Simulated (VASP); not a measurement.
Output of a VASP run:

### OUTCAR
```
 ion  position               nearest neighbor table
   1  0.000  0.000  0.000-   2 2.38   2 2.38   2 2.38   2 2.38
   2  0.250  0.250  0.250-   1 2.38   1 2.38   1 2.38   1 2.38
  LATTYP: Found a face centered cubic cell.
 ALAT       =     5.4972798548
 Subroutine PRICEL returns:
 Original cell was already a primitive cell.
 Subroutine GETGRP returns: Found 24 space group operations
The static configuration has the point symmetry T_d .
The dynamic configuration has the point symmetry T_d .
 Subroutine INISYM returns: Found 24 space group operations
 Subroutine IBZKPT returns following result:
 Found     29 irreducible k-points:

 Following reciprocal coordinates:
            Coordinates               Weight
  0.000000  0.000000  0.000000      1.000000
  0.125000  0.000000  0.000000      8.000000
  0.250000  0.000000  0.000000      8.000000
  0.375000  0.000000  0.000000      8.000000
  0.500000  0.000000  0.000000      4.000000
  0.125000  0.125000  0.000000      6.000000
  0.250000  0.125000  0.000000     24.000000
  0.375000  0.125000  0.000000     24.000000
  0.500000  0.125000  0.000000     24.000000
 -0.375000  0.125000  0.000000     24.000000
 -0.250000  0.125000  0.000000     24.000000
 -0.125000  0.125000  0.000000     12.000000
  0.250000  0.250000  0.000000      6.000000
  0.375000  0.250000  0.000000     24.000000
  0.500000  0.250000  0.000000     24.000000
 -0.375000  0.250000  0.000000     24.000000
 -0.250000  0.250000  0.000000     12.000000
  0.375000  0.375000  0.000000      6.000000
  0.500000  0.375000  0.000000     24.000000
 -0.375000  0.375000  0.000000     12.000000
  0.500000  0.500000  0.000000      3.000000
  0.375000  0.250000  0.125000     24.000000
  0.500000  0.250000  0.125000     48.000000
 -0.375000  0.250000  0.125000     24.000000
  0.500000  0.375000  0.125000     24.000000
 -0.375000  0.375000  0.125000     48.000000
 -0.250000  0.375000  0.125000     24.000000
 -0.375000  0.500000  0.125000     12.000000
 -0.250000  0.500000  0.250000      6.000000
   k-points           NKPTS =     29   k-points in BZ     NKDIM =     29   number of bands    NBANDS=     13
   number of dos      NEDOS =    301   number of ions     NIONS =      2
   total plane-waves  NPLWV =  27000
   dimension x,y,z NGX =    30 NGY =   30 NGZ =   30
   dimension x,y,z NGXF=    60 NGYF=   60 NGZF=   60
   ions per type =               1   1
   PREC   = accura    normal or accurate (medium, high low for compatibility)
   ISTART =      0    job   : 0-new  1-cont  2-samecut
   ICHARG =      2    charge: 1-file 2-atom 10-const
   ISPIN  =      1    spin polarized calculation?
   LNONCOLLINEAR =      F non collinear calculations
   LSORBIT =      F    spin-orbit coupling
   INIWAV =      1    electr: 0-lowe 1-rand  2-diag
   ENCUT  =  520.0 eV  38.22 Ry    6.18 a.u.   7.23  7.23  7.23*2*pi/ulx,y,z
   NELM   =    100;   NELMIN=  2; NELMDL= -5     # of ELM steps
   EDIFF  = 0.1E-06   stopping-criterion for ELM
   LREAL  =      F    real-space projection
   NLSPLINE    = F    spline interpolate recip. space projectors
   LMAXMIX     =    4 max onsite mixed and CHGCAR
   VOSKOWN=      0    Vosko Wilk Nusair interpolation
   EDIFFG = 0.1E-05   stopping-criterion for IOM
   NSW    =      0    number of steps for IOM
   NBLOCK =      1;   KBLOCK =      1    inner block; outer block
   IBRION =     -1    ionic relax: 0-MD 1-quasi-New 2-CG
   NFREE  =      0    steps in history (QN), initial steepest desc. (CG)
   ISIF   =      2    stress and relaxation
   ISYM   =      2    0-nonsym 1-usesym 2-fastsym
   TEIN   =    0.0    initial temperature
   TEBEG  =    0.0;   TEEND  =   0.0 temperature during run
   SMASS  =  -3.00    Nose mass-parameter (am)
   PSTRESS=    0.0 pullay stress
   NELECT =      18.0000    total number of electrons
   EFERMI =   0.00;   METHOD = LEGACY
   ISMEAR =     0;   SIGMA  =   0.05  broadening in eV -4-tet -1-fermi 0-gaus
   IALGO  =     38    algorithm
...
```

OSZICAR:
```
       N       E                     dE             d eps       ncg     rms          rms(c)
DAV:   1     0.784231907368E+02    0.78423E+02   -0.93233E+03   778   0.195E+03
DAV:   2    -0.290990827588E+01   -0.81333E+02   -0.78611E+02   839   0.321E+02
DAV:   3    -0.858286308192E+01   -0.56730E+01   -0.56442E+01   949   0.734E+01
DAV:   4    -0.868007296665E+01   -0.97210E-01   -0.97161E-01   933   0.103E+01
DAV:   5    -0.868254415765E+01   -0.24712E-02   -0.24710E-02   961   0.138E+00    0.476E+00
DAV:   6    -0.846327553131E+01    0.21927E+00   -0.44162E-01  1156   0.121E+01    0.318E+00
DAV:   7    -0.844645501460E+01    0.16821E-01   -0.11971E-01   955   0.256E+00    0.121E+00
DAV:   8    -0.845013080945E+01   -0.36758E-02   -0.17130E-02   864   0.191E+00    0.178E-01
DAV:   9    -0.845113354197E+01   -0.10027E-02   -0.21642E-03   937   0.712E-01    0.122E-01
DAV:  10    -0.845129384494E+01   -0.16030E-03   -0.19627E-04   936   0.155E-01    0.654E-02
DAV:  11    -0.845150293086E+01   -0.20909E-03   -0.45824E-04   809   0.179E-01    0.128E-02
DAV:  12    -0.845150189901E+01    0.10319E-05   -0.10181E-05   925   0.487E-02    0.308E-03
DAV:  13    -0.845150350669E+01   -0.16077E-05   -0.49909E-06   884   0.217E-02    0.355E-03
DAV:  14    -0.845150340818E+01    0.98506E-07   -0.35737E-07   926   0.694E-03
   1 F= -.84515034E+01 E0= -.84515034E+01  d E =-.235483E-12
```

File OUTCAR:
```
------------------------ aborting loop because EDIFF is reached ----------------------------------------
  FORCE on cell =-STRESS in cart. coord.  units (eV):
  Direction    XX          YY          ZZ          XY          YZ          ZX
  --------------------------------------------------------------------------------------
  Total        0.6009769      0.6009769      0.6009769      0.0000000      0.0000000      0.0000000
  in kB       23.1838110     23.1838110     23.1838110      0.0000000      0.0000000      0.0000000
  external PRESSURE =      23.1838110 kB  Pullay stress =       0.0000000 kB
  volume of cell :       41.53
      direct lattice vectors                 reciprocal lattice vectors
     0.000000000  2.748639927  2.748639927    -0.181908148  0.181908148  0.181908148
     2.748639927  0.000000000  2.748639927     0.181908148 -0.181908148  0.181908148
     2.748639927  2.748639927  0.000000000     0.181908148  0.181908148 -0.181908148
  FREE ENERGIE OF THE ION-ELECTRON SYSTEM (eV)
  ---------------------------------------------------
  free  energy   TOTEN  =        -8.4515034082 eV

  energy  without entropy=       -8.4515034082  energy(sigma->0) =       -8.45150341
```
(Selected blocks of OUTCAR.)

### POSCAR
```
GaP
1
    0.0000000000     2.7486399274     2.7486399274
    2.7486399274     0.0000000000     2.7486399274
    2.7486399274     2.7486399274     0.0000000000
Ga P
1 1
Direct
  0.0000000000   0.0000000000   0.0000000000
  0.2500000000   0.2500000000   0.2500000000
```

**Question.** Reconstruct the remaining input files.

**Answer.** One answer among several that fit: the input of the run itself, RPBE GGA, plane waves, VASP's PBE PAW potentials (set 64).

**INCAR**
```
# general
SYSTEM  = GaP
PREC    = Accurate
ENCUT   = 520   # plane-wave cut-off (eV)
LREAL   = .FALSE.
LASPH   = .TRUE.   # aspherical one-centre terms

# electronic loop
EDIFF   = 1E-7
NELM    = 100   # most electronic steps
ALGO    = Normal
LMAXMIX = 4   # l cut-off of mixed one-centre charges

# smearing
ISMEAR  = 0
SIGMA   = 0.05

# functional
GGA     = RP

# ions
ISIF    = 2   # forces and stress, cell fixed

# output
LWAVE   = .FALSE.
LCHARG  = .FALSE.
```

File KPOINTS:
```
Automatic
0
gamma
8 8 8
```

POTCAR, in this order: Ga_d P (PBE.64 set). Program: vasp_std.

The compound is GaP in the zinc blende structure. This cell is one point of a volume scan, at 0.97 of the reference volume.
